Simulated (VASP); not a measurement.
A convergence study with VASP on In (space group I4/mmm): a few settings are varied, all else stays as given below, so the limit is that of these other settings.

```xyz
1
Lattice="-1.6299 1.6299 2.4824 1.6299 -1.6299 2.4824 1.6299 1.6299 -2.4824" Properties=species:S:1:pos:R:3 pbc="T T T"
In     0.0000     0.0000     0.0000
```

These are PBE GGA, VASP's PBE PAW potentials (set 64) (plane waves; VASP) values and carry that method's errors. The last row used: 300 eV cut-off, 21×21×21 Γ-centred mesh, tetrahedra with Blöchl corrections, potentials In_d.

| setting | E (eV/atom) | pressure (GPa) | irreducible k-points |
|---|---|---|---|
| 6×6×6 mesh | (withheld) | (withheld) | 30 |
| 7×7×7 mesh | -2.5528 | 1.02 | 40 |
| 9×9×9 mesh | -2.5525 | 1.38 | 75 |
| 11×11×11 mesh | -2.5498 | 1.22 | 126 |
| 14×14×14 mesh | -2.5542 | 1.19 | 244 |
| 17×17×17 mesh | -2.5539 | 1.19 | 405 |
| 21×21×21 mesh | (withheld) | (withheld) | 726 |

Q: Complete the blanks.

A: 
- 21×21×21 mesh, E (eV/atom): -2.5544
- 21×21×21 mesh, pressure (GPa): 1.16
- 6×6×6 mesh, E (eV/atom): -2.5842
- 6×6×6 mesh, pressure (GPa): 0.97

Left out are rungs that failed or repeat a setting and relaxations that didn't move; long series are thinned to 24 rows.

The structure is a typed In crystal (space group no. 139). The cell was not relaxed at this level.
